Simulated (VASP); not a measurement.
Input:

```yaml
crystal:
  lattice:
    - [0.00000, 2.27594, 2.27594]
    - [2.27594, 0.00000, 2.27594]
    - [2.27594, 2.27594, 0.00000]
  atoms:
    - { symbol: Li, position: [0.25000, 0.25000, 0.25000] }
    - { symbol: Li, position: [0.75000, 0.75000, 0.75000] }
    - { symbol: O, position: [0.00000, 0.00000, 0.00000] }
```

All values below come from PBE GGA with D3 dispersion (zero damping), VASP's PBE PAW potentials (set 64) (plane waves; VASP 6.6.1). Run with 520 eV cut-off, Gaussian smearing of 0.050 eV, potentials Li_sv O.

Problem. Predict the band gap (along the path) with the smallest direct gap where there is one.

Solution. 
The band gap (along the path) comes out as 5.06 eV. The smallest direct gap (along the path) comes out as 5.61 eV.

The compound is Li2O in the antifluorite structure. It was relaxed first.
